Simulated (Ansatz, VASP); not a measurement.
**WSe2 in two plane-wave programs**

Wanted: the spread between two codes on one cell, functional and k mesh. Of the first pair: The structure shown is the end of the Ansatz relaxation below.

Main program and level: Ansatz 0.2.0; plane waves, with VASP 6.6.1 beside it; single point at LDA.

**1. Set-up**

Symmetry: P6_3/mmc, No. 194, hexagonal system. Conventional cell: a = 3.243 Å, b = 3.243 Å, c = 12.683 Å, α = 90.00°, β = 90.00°, γ = 120.00°. W has 6 Se at 2.51 Å nearest. Nearest to Se lie 3 W at 2.51 Å. Farther neighbours and most contacts between anions are not listed.

Structure file:

```cif
data_structure
_symmetry_space_group_name_H-M 'P 1'
_symmetry_Int_Tables_number 1
_cell_length_a 3.2430
_cell_length_b 3.2430
_cell_length_c 12.6829
_cell_angle_alpha 90.000
_cell_angle_beta 90.000
_cell_angle_gamma 120.000
_cell_volume 115.51
loop_
_atom_site_label
_atom_site_type_symbol
_atom_site_fract_x
_atom_site_fract_y
_atom_site_fract_z
_atom_site_occupancy
W1 W 0.33333 0.66667 0.25000 1
W2 W 0.66667 0.33333 0.75000 1
Se3 Se 0.33333 0.66667 0.61849 1
Se4 Se 0.66667 0.33333 0.11849 1
Se5 Se 0.33333 0.66667 0.88151 1
Se6 Se 0.66667 0.33333 0.38151 1
```

**2. Ansatz: relaxation, LDA**

Ansatz runs on its PAW soft_1 files.

This run makes the geometry at which the two programs are then compared.

Contents of input.yaml:

```yaml
crystal:
  lattice:
    - [3.2335510479, 0.0, 0.0]
    - [-1.6167755239, 2.8003373519, 0.0]
    - [0.0, 0.0, 12.7568686867]
  atoms:
    - { symbol: W, position: [0.3333333333, 0.6666666667, 0.25] }
    - { symbol: W, position: [0.6666666667, 0.3333333333, 0.75] }
    - { symbol: Se, position: [0.3333333333, 0.6666666667, 0.620001826] }
    - { symbol: Se, position: [0.6666666667, 0.3333333333, 0.120001826] }
    - { symbol: Se, position: [0.3333333333, 0.6666666667, 0.879998174] }
    - { symbol: Se, position: [0.6666666667, 0.3333333333, 0.379998174] }
kpoints:
  mp_grid: { grid: [9, 9, 2] }
hamiltonian:
  xc: lda
  pseudopotentials: { kind: paw, azcp: { folder: soft_1 }, xc_functional: pbe }
scf:
  occupations: { method: fixed }
output:
  forces: true
  stress: true
  eigenvalues: true
relax:
  adjacent_minimum: "off"
  f_tol: 0.001
  max_steps: 60
  cell: { stress_tol: 0.01, fix: [volume] }
```

On the command line:

```bash
$ ansatz run input.yaml --threads 8 --pin off --max-ram 15360MiB --backend cpu --events-out ev --progress --plain --runs-dir out
```

Numbers of over 12 decimals in the logs are rounded to 6 here.

The program printed:

```text
Engine: ansatz 0.2.0, aarch64-unknown-linux-gnu
Pseudopotentials: kind: paw
Pseudopotential: W, paw, valence charge 14, recommended cutoff 420 eV (normal), soft_1/W.paw.azcp
Pseudopotential: Se, paw, valence charge 16, recommended cutoff 420 eV (normal), soft_1/Se.paw.azcp
Functional definition: SPW92
  exchange = slater_x
  correlation = pw_c
Crystal: 6 atoms, lattice volume = 115.514 Å³
Basis set: ecut = 420 eV, 2299 PW (Γ)
Bands: 56, of which v1, the nominal top of the filled ones, is band 46 counted from 1 (45 counted from 0)
Symmetry: 24 space group operations
Space group: P63/mmc (ITA 194), of the structure as read, at distance tolerance 4.9e-5 Å
k-points: 24 of 162
Non-local potential: W, projectors of the file, l = 0: 3, l = 1: 2, l = 2: 2, l = 3: 1
Non-local potential: Se, projectors of the file, l = 0: 2, l = 1: 2, l = 2: 3, l = 3: 1
PAW form: soft (Blöchl's): semilocal exchange-correlation on the pseudo side does not see the compensation charge
PAW frozen core: W, regenerated for the run's functional, and the local potential with it (the file was generated under x = pbe(κ = 0.804, μ = 0.219515), c = pbe(β = 0.066725))
PAW frozen core: Se, regenerated for the run's functional, and the local potential with it (the file was generated under x = pbe(κ = 0.804, μ = 0.219515), c = pbe(β = 0.066725))
PAW one-centre angular grid: W, 590 points (default); XC on 64 Gauss nodes
PAW one-centre angular grid: Se, 590 points (default); XC on 64 Gauss nodes
Initial density: superposition of atomic densities (chi_scale 0.1, normalization cell, long waves kept (reshape's long-wave potential 0.03 eV rms))
Initial wavefunctions: pseudopotential atomic-orbital guess
Functional: x = slater, c = lda
SCF iter   1: F=—  HF=-41799.428978 eV  |F-HF|=—  |Δ(HF+E_count)|=         —  Δρ=3.86e-2  dr2=6.84e0  ethr=3.10e-3  ⟨swp⟩=4.8  Hψ=4151  notcnv=0  defer=144
preconditioner: auto → Resta (q_TF=auto, 2.627 Å⁻¹)  ε∞=6.0  [insulator: Δε(μ)=0.876 eV  Ē_g=9.235 eV  n_scr=40 (ndim 8)  ℏωp=20.7 eV  f_vac=0.013  ε∞_Penn≈6.0]
SCF iter   2: F=—  HF=-41798.357366 eV  |F-HF|=—  |Δ(HF+E_count)|=    1.07e0  Δρ=2.30e-2  dr2=8.48e-1  ethr=3.10e-3  ⟨swp⟩=2.1  Hψ=1850  notcnv=0  defer=135
SCF iter   3: F=—  HF=-41798.123788 eV  |F-HF|=—  |Δ(HF+E_count)|=   2.34e-1  Δρ=8.92e-3  dr2=2.44e-1  ethr=9.22e-4  ⟨swp⟩=2.0  Hψ=1707  notcnv=0  defer=171
SCF iter   4: F=—  HF=-41798.065809 eV  |F-HF|=—  |Δ(HF+E_count)|=   5.80e-2  Δρ=2.25e-3  dr2=7.38e-3  ethr=2.65e-4  ⟨swp⟩=2.0  Hψ=1678  notcnv=0  defer=179
SCF iter   5: F=—  HF=-41798.064286 eV  |F-HF|=—  |Δ(HF+E_count)|=   1.52e-3  Δρ=9.99e-4  dr2=1.63e-3  ethr=8.02e-6  ⟨swp⟩=2.0  Hψ=2425  notcnv=0  defer=190
SCF iter   6: F=—  HF=-41798.064113 eV  |F-HF|=—  |Δ(HF+E_count)|=   1.73e-4  Δρ=3.13e-4  dr2=1.09e-4  ethr=1.77e-6  ⟨swp⟩=2.0  Hψ=2371  notcnv=0  defer=190
[...]
basis re-selected at this cell: Δ(F+E_penalty+E_count) = +7.973e-6 eV, ΔP = -0.001 GPa vs the last step (what re-selecting the basis moved, of the pressure what is left beyond the Pulay correction that the steps carried, after the strain that the cell walked since its last selection, with what the two solves' SCF thresholds leave and, on support functions, any second-order correction that the steps lacked; it is no m [...]
SCF converged after 7 iterations
Free energy (F): -41798.073378 eV
Harris-Foulkes:  -41798.073378 eV  (|F-HF|=7.28e-12)
Internal energy: -41798.073378 eV  (E = F + TS)
E sigma→0 (E₀):  -41798.073378 eV
Fermi energy:    13.190475 eV
--- Per-component energies (eV) ---
  E_band       = -1673.755502
  E_kinetic    = 1297.860259
  E_local      = -11767.681308  (includes V_loc(G=0)·N_el)
  E_nonlocal   = -1439.772532
  E_hartree    = 6089.195693
  E_xc         = -875.047491
  E_vxc        = -830.871495  (∫ρ·V_xc dr)
  E_paw        = -24832.233018  (= ΣΔE_a)
  E_vpaw       = -1111.680577  (= ΣTr[D̂ρ^β])
  E_aug_tail   = -0.001199  (compensation charges beyond the density's cutoff)
  E_ewald      = -10279.829722
  E_core_change = 9.435938  (= ΣΔE_core)
  E_smearing   = -0.000000  (= −TS)
  E_closure    = 0.000000  (closes the sum)
  Σ components = -41798.073378   (vs F -41798.073378, Δ=0.00e0)
--- Forces (eV/Å), atoms counted from 1 ---
  atom   1  W     -0.00000000     0.00000000     0.00000000
  atom   2  W      0.00000000    -0.00000000     0.00000000
  atom   3  Se    -0.00000000     0.00000000    -0.00014509
  atom   4  Se     0.00000000    -0.00000000    -0.00014509
  atom   5  Se    -0.00000000     0.00000000     0.00014509
  atom   6  Se     0.00000000    -0.00000000     0.00014509
  max |Σ_I F_I| component: 1.04e-17 eV/Å
--- Stress (GPa, compression-positive) ---
        0.700976       0.000000       0.000000
        0.000000       0.700976       0.000000
        0.000000       0.000000       0.700353
  P = ⅓ Tr σ = 0.7008 GPa (7.008 kbar)
--- Band table (eV; the first three rows and the last of 24) ---
  k-point 0: bands = [... 42 lower, 11.6890, 11.8631, 12.2454, 13.1905, 15.8980, 15.8980, 15.9634, 15.9634, ... 6 higher]
  k-point 1: bands = [... 42 lower, 11.6537, 11.6537, 12.9756, 12.9756, 15.9008, 15.9008, 15.9008, 15.9008, ... 6 higher]
  k-point 2: bands = [... 42 lower, 11.5516, 11.9206, 12.4117, 12.8494, 15.3742, 15.5700, 15.7017, 15.7032, ... 6 higher]
  k-point 23: bands = [... 42 lower, 10.3395, 10.3395, 12.7610, 12.7610, 14.5813, 14.5813, 15.4954, 15.4954, ... 6 higher]
--- Relaxed structure (5 steps of the walk, 5 accepted, 1 SCFs on fresh bases) ---
  F+E_penalty+E_count = -41798.07337823 eV   max|allowed force component| = 1.451e-4 eV/Å   (the final SCF, on the basis selected at the relaxed cell)
  cell:  # Å, volume = 115.5139 Å³
    - [3.242972, -2.8951662906839024e-11, 0.0]
    - [-1.621486, 2.808496, 0.0]
    - [0.0, 0.0, 12.682855]
  atoms:
    - { symbol: W, position: [0.333333, 0.666667, 0.250000] }
    - { symbol: W, position: [0.666667, 0.333333, 0.75] }
    - { symbol: Se, position: [0.333333, 0.666667, 0.618492] }
    - { symbol: Se, position: [0.666667, 0.333333, 0.118492] }
    - { symbol: Se, position: [0.333333, 0.666667, 0.881508] }
    - { symbol: Se, position: [0.666667, 0.333333, 0.381508] }
```

**3. VASP: single point, LDA, relaxed cell, pair 1**

The same cell, functional (in two slightly different forms) and mesh now go to VASP, with its own data sets.

Lines of VASP's logs that name or quote its potential files are left out, and so is its time.

Contents of INCAR:

```
SYSTEM = WSe2
PREC = Accurate
ENCUT = 600
EDIFF = 1E-06
NELM = 120
ISMEAR = 0
SIGMA = 0.01
LREAL = .FALSE.
ALGO = Normal
GGA = CA
NBANDS = 24
LASPH = .TRUE.
LORBIT = 11
LWAVE = .FALSE.
LCHARG = .FALSE.
ISIF = 2
GGA_COMPAT = .FALSE.
EFERMI = MIDGAP
KPAR = 2
```

Contents of POSCAR:

```
WSe2
1.0
    3.2429723270      0.0000000000      0.0000000000
   -1.6214861635      2.8084964190      0.0000000000
    0.0000000000      0.0000000000     12.6828554482
W Se
2 4
Direct
    0.3333333333      0.6666666667      0.2500000000
    0.6666666667      0.3333333333      0.7500000000
    0.3333333333      0.6666666667      0.6184918835
    0.6666666667      0.3333333333      0.1184918835
    0.3333333333      0.6666666667      0.8815081165
    0.6666666667      0.3333333333      0.3815081165
```

Contents of KPOINTS:

```
Automatic mesh
0
Gamma
9 9 2
0 0 0
```

Potentials, in the order of the species: W and Se (LDA family, release 64).

On the command line:

```bash
$ mpirun -np 2 vasp_std
```

The program printed:

```text
[banner, memory and clock lines left out]
running    2 mpi-ranks, on    1 nodes
 distrk:  each k-point on    1 cores,    2 groups
 distr:  one band on    1 cores,    1 groups

 POSCAR found type information on POSCAR W Se
 POSCAR found :  2 types and       6 ions
 LDA part: xc-table for (Slater(with rela. corr.)+CA(PZ))
 , standard interpolation
 POSCAR, INCAR and KPOINTS ok, starting setup
 FFT: planning ... GRIDC
 FFT: planning ... GRID_SOFT
 FFT: planning ... GRID
 WAVECAR not read
 entering main loop
       N       E                     dE             d eps       ncg     rms          rms(c)
DAV:   1     0.198815082554E+03    0.19882E+03   -0.17228E+04  1152   0.148E+03
DAV:   2    -0.353545076913E+02   -0.23417E+03   -0.22673E+03  1624   0.271E+02
DAV:   3    -0.503882185411E+02   -0.15034E+02   -0.14921E+02  1544   0.667E+01
DAV:   4    -0.506311699077E+02   -0.24295E+00   -0.24240E+00  1432   0.934E+00
DAV:   5    -0.506365390972E+02   -0.53692E-02   -0.53664E-02  1576   0.114E+00    0.328E+01
DAV:   6    -0.491001706501E+02    0.15364E+01   -0.67497E+00  1632   0.122E+01    0.133E+01
DAV:   7    -0.488506586291E+02    0.24951E+00   -0.38850E+00  1488   0.979E+00    0.722E+00
DAV:   8    -0.486608977443E+02    0.18976E+00   -0.59775E-01  1520   0.450E+00    0.912E-01
DAV:   9    -0.486596257951E+02    0.12719E-02   -0.62806E-02  1600   0.131E+00    0.271E-01
DAV:  10    -0.486583777003E+02    0.12481E-02   -0.65460E-03  1584   0.445E-01    0.183E-01
DAV:  11    -0.486583581273E+02    0.19573E-04   -0.93799E-04  1552   0.164E-01    0.616E-02
DAV:  12    -0.486582728660E+02    0.85261E-04   -0.34550E-04  1608   0.103E-01    0.266E-02
DAV:  13    -0.486582745167E+02   -0.16507E-05   -0.19007E-05  1496   0.254E-02    0.897E-03
DAV:  14    -0.486582743774E+02    0.13930E-06   -0.64048E-06  1456   0.120E-02
   1 F= -.48658274E+02 E0= -.48658274E+02  d E =0.000000E+00
```

Parts of OUTCAR (step 3):

```text
ion  position               nearest neighbor table
   1  0.333  0.667  0.250-   4 2.51   6 2.51   4 2.51   6 2.51   4 2.51   6 2.51
   2  0.667  0.333  0.750-   3 2.51   5 2.51   3 2.51   5 2.51   3 2.51   5 2.51
   3  0.333  0.667  0.618-   2 2.51   2 2.51   2 2.51
   4  0.667  0.333  0.118-   1 2.51   1 2.51   1 2.51
   5  0.333  0.667  0.882-   2 2.51   2 2.51   2 2.51
   6  0.667  0.333  0.382-   1 2.51   1 2.51   1 2.51

  LATTYP: Found a hexagonal cell.
 ALAT       =     3.2429723270
 C/A-ratio  =     3.9108737816

 Subroutine GETGRP returns: Found 24 space group operations
 (whereof 12 operations were pure point group operations)

The static configuration has the point symmetry D_3d.
 The point group associated with its full space group is D_6h.

 Found     24 irreducible k-points:

   k-points           NKPTS =     24   k-points in BZ     NKDIM =     24   number of bands    NBANDS=     24

   dimension x,y,z NGX =    28 NGY =   28 NGZ =  108
   dimension x,y,z NGXF=    56 NGYF=   56 NGZF=  216

   ENCUT  =  600.0 eV  44.10 Ry    6.64 a.u.   6.48  6.48 25.33*2*pi/ulx,y,z

   NELECT =      36.0000    total number of electrons

 k-points in reciprocal lattice and weights: Automatic mesh
   0.00000000  0.00000000  0.00000000       0.006
   0.11111111  0.00000000  0.00000000       0.037
   0.22222222 -0.00000000  0.00000000       0.037
   0.33333333  0.00000000  0.00000000       0.037
   0.44444444 -0.00000000  0.00000000       0.037
   0.11111111  0.11111111  0.00000000       0.037
   0.22222222  0.11111111  0.00000000       0.074
   0.33333333  0.11111111  0.00000000       0.074
   0.44444444  0.11111111  0.00000000       0.037
[...]
0.33333333  0.22222222  0.50000000       0.074
   0.33333333  0.33333333  0.50000000       0.012

 average (electrostatic) potential at core
       1 -40.3549       2 -40.3549       3 -58.7556       4 -58.7556       5 -58.7556
       6 -58.7556

 E-fermi :   6.3697

 k-point     1 :       0.0000    0.0000    0.0000
  band No.  band energies     occupation
    ...
     14       4.3924      2.00000
     15       4.3924      2.00000
     16       4.5625      2.00000
     17       4.9814      2.00000
     18       5.9020      2.00000
     19       8.6185      0.00000
     20       8.6188      0.00000
     21       8.6864      0.00000
     22       8.6868      0.00000
     23       8.7037      0.00000
    ...

 k-point     2 :       0.1111    0.0000    0.0000
  band No.  band energies     occupation
    ...
     14       4.0823      2.00000
     15       4.2615      2.00000
     16       4.6197      2.00000
     17       5.1470      2.00000
     18       5.5610      2.00000
     19       8.0995      0.00000
     20       8.2863      0.00000
     21       8.4137      0.00000
     22       8.4212      0.00000
     23       8.4257      0.00000
    ...

 k-point     3 :       0.2222   -0.0000    0.0000
  band No.  band energies     occupation
    ...
     14       3.8114      2.00000
     15       3.9006      2.00000
     16       4.5296      2.00000
     17       4.5883      2.00000
     18       4.7191      2.00000
     19       7.2036      0.00000
     20       7.9682      0.00000
     21       8.1348      0.00000
     22       8.1934      0.00000
     23       8.3136      0.00000
    ...

  Total        0.5530107      0.5530107      0.6503608      0.0000000      0.0000000      0.0000000
  in kB        7.6702581      7.6702581      9.0205041      0.0000000      0.0000000      0.0000000
  external PRESSURE =       8.1203401 kB  Pullay stress =       0.0000000 kB

  energy-cutoff  :      600.00
  volume of cell :      115.51
      direct lattice vectors                 reciprocal lattice vectors
     3.242972327  0.000000000  0.000000000     0.308359091  0.178031204  0.000000000
    -1.621486163  2.808496419  0.000000000     0.000000000  0.356062409  0.000000000
     0.000000000  0.000000000 12.682855448     0.000000000  0.000000000  0.078846598

 POSITION                                       TOTAL-FORCE (eV/Angst)
 -----------------------------------------------------------------------------------
     -0.00000      1.87233      3.17071        -0.000000      0.000000      0.000000
      1.62149      0.93617      9.51214        -0.000000      0.000000      0.000000
     -0.00000      1.87233      7.84424         0.000000      0.000000     -0.023946
      1.62149      0.93617      1.50282        -0.000000     -0.000000     -0.023946
     -0.00000      1.87233     11.18004         0.000000     -0.000000      0.023946
      1.62149      0.93617      4.83861        -0.000000     -0.000000      0.023946
 -----------------------------------------------------------------------------------
    total drift:                               -0.000000      0.000000     -0.000000

  FREE ENERGIE OF THE ION-ELECTRON SYSTEM (eV)
  ---------------------------------------------------
  free  energy   TOTEN  =       -48.6582743774 eV

  energy  without entropy=      -48.6582743774  energy(sigma->0) =      -48.65827438

 total charge
# of ion       s       p       d       tot
------------------------------------------
    1        0.549   0.645   4.272   5.467
    2        0.549   0.645   4.272   5.467
    3        1.480   2.364   0.076   3.920
    4        1.480   2.364   0.076   3.920
    5        1.480   2.364   0.076   3.920
    6        1.480   2.364   0.076   3.920
--------------------------------------------------
tot          7.020  10.745   8.850  26.615

[... 3 further parts left out ...]
```

This run has no spin polarisation, so a moment on W, if there is one, isn't seen. The data set W keeps the semicore shell frozen, which is cheaper and a little less accurate.

**4. Differences**

Known differences besides the potentials themselves: the two LDA forms differ slightly; fixed occupations in Ansatz, narrow Gaussian smearing in VASP; the data sets hold 92 valence electrons in Ansatz (on its PAW soft_1 files) and 36 in VASP; the cutoff is 420 eV in Ansatz and 600 eV in VASP; VASP's log shows a relativistic correction to its local exchange, Ansatz's none; Ansatz's pressure holds a Pulay correction, VASP's none. Total energies have different zeros and are not compared.

Both answers:

```tsv
quantity	Ansatz	VASP	difference
pressure (GPa)	0.70	0.81	-0.11
gap on the k mesh (eV)	0.939	0.935	+0.004
```

At this near-relaxed geometry the largest component of a force difference is 24 meV/Å. A gap on the mesh is an upper bound, since the band edges may lie between its points; neither run holds spin-orbit coupling, which can move the band edges of a compound of W.

**5. Ansatz: relaxation, LDA**

The two programs are compared at the cell with which this relaxation starts, whose forces are those of its first step. The cell compared in this pair holds 119.03 Å³, against 115.51 Å³ for the pair before.

The structure compared here is the start of the Ansatz relaxation; VASP solves that cell, so the two are compared at the walk's first step.

input.yaml: that of step 2 with these lines changed.

```diff
@@ -2,5 +2,5 @@
   lattice:
-    - [3.2335510479, 0.0, 0.0]
-    - [-1.6167755239, 2.8003373519, 0.0]
-    - [0.0, 0.0, 12.7568686867]
+    - [3.2660512261, 0.0, 0.0]
+    - [-1.633025613, 2.8284833319, 0.0]
+    - [0.0, 0.0, 12.8850870136]
   atoms:
```

On the command line:

```bash
$ ansatz run input.yaml --threads 8 --pin off --max-ram 15360MiB --backend cpu --events-out ev --progress --plain --runs-dir out
```

The program printed:

```text
[...]
Crystal: 6 atoms, lattice volume = 119.032 Å³
Basis set: ecut = 420 eV, 2371 PW (Γ)
Bands: 56, of which v1, the nominal top of the filled ones, is band 46 counted from 1 (45 counted from 0)
Symmetry: 24 space group operations
[...]
k-points: 24 of 162
[...]
- [3.255623, -2.877544163864065e-11, 0.0]
    - [-1.627811, 2.819452, 0.0]
    - [0.0, 0.0, 12.967768]
  atoms:
    - { symbol: W, position: [0.333333, 0.666667, 0.250000] }
    - { symbol: W, position: [0.666667, 0.333333, 0.750000] }
    - { symbol: Se, position: [0.333333, 0.666667, 0.621552] }
    - { symbol: Se, position: [0.666667, 0.333333, 0.121552] }
    - { symbol: Se, position: [0.333333, 0.666667, 0.878448] }
    - { symbol: Se, position: [0.666667, 0.333333, 0.378448] }
[key lines of the parts left out:]
SCF converged after 6 iterations
Free energy (F): -41798.073904 eV
Fermi energy:    12.579935 eV
P = ⅓ Tr σ = -0.5530 GPa (-5.530 kbar)
```

(Continued in part 2 of 2.)

[Lines on the potential files, build, host, timing and source positions are cut from VASP's logs without a mark.]

[Logs are printed without paths, hosts, clocks, repeated set-up lines and the standing remarks that a program may print on its own settings, such as how far it seeks lower states.]

[Hosts, paths, dates, database ids (printed as entryN), source tags and the programs' standing remarks are cut or masked in the printed files.]
